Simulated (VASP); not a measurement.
Input:

```
CELL_PARAMETERS angstrom
      0.00000     2.93291     2.93291
      2.93291     0.00000     2.93291
      2.93291     2.93291     0.00000
ATOMIC_POSITIONS crystal
  Mg 0.00000 0.00000 0.00000
  Se 0.25000 0.25000 0.25000
```

Calculation: LDA (Ceperley-Alder, Perdew-Zunger), VASP's LDA PAW potentials (set 64) (plane waves; VASP 6.6.1). Run with 400 eV cut-off, 9×9×9 Γ-centred mesh, tetrahedra with Blöchl corrections, potentials Mg Se.

Tabulate the total density of states (states/eV per cell) against energy (eV; zero at the valence-band maximum or, without a gap, the Fermi level).

```json
[
 {"E (eV)": "-9.91", "DOS (states/eV)": "0.00"},
 {"E (eV)": "-9.20", "DOS (states/eV)": "0.00"},
 {"E (eV)": "-8.61", "DOS (states/eV)": "0.00"},
 {"E (eV)": "-7.89", "DOS (states/eV)": "0.00"},
 {"E (eV)": "-7.30", "DOS (states/eV)": "0.00"},
 {"E (eV)": "-6.58", "DOS (states/eV)": "0.00"},
 {"E (eV)": "-5.87", "DOS (states/eV)": "0.00"},
 {"E (eV)": "-5.28", "DOS (states/eV)": "0.00"},
 {"E (eV)": "-4.56", "DOS (states/eV)": "0.00"},
 {"E (eV)": "-3.97", "DOS (states/eV)": "0.00"},
 {"E (eV)": "-3.26", "DOS (states/eV)": "0.51"},
 {"E (eV)": "-2.66", "DOS (states/eV)": "1.45"},
 {"E (eV)": "-1.95", "DOS (states/eV)": "1.72"},
 {"E (eV)": "-1.23", "DOS (states/eV)": "2.31"},
 {"E (eV)": "-0.64", "DOS (states/eV)": "3.04"},
 {"E (eV)": "0.07", "DOS (states/eV)": "0.00"},
 {"E (eV)": "0.67", "DOS (states/eV)": "0.00"},
 {"E (eV)": "1.38", "DOS (states/eV)": "0.00"},
 {"E (eV)": "1.98", "DOS (states/eV)": "0.00"},
 {"E (eV)": "2.69", "DOS (states/eV)": "0.00"},
 {"E (eV)": "3.40", "DOS (states/eV)": "0.12"},
 {"E (eV)": "4.00", "DOS (states/eV)": "0.48"},
 {"E (eV)": "4.71", "DOS (states/eV)": "1.93"},
 {"E (eV)": "5.30", "DOS (states/eV)": "0.97"},
 {"E (eV)": "6.02", "DOS (states/eV)": "1.46"}
]
```
Within 2 eV below the valence-band maximum the largest weight inside VASP's projection spheres is Se p.

The structure comes from a computed database's MgSe entry (F-43m); how it stands against other phases isn't given here. It was relaxed first.
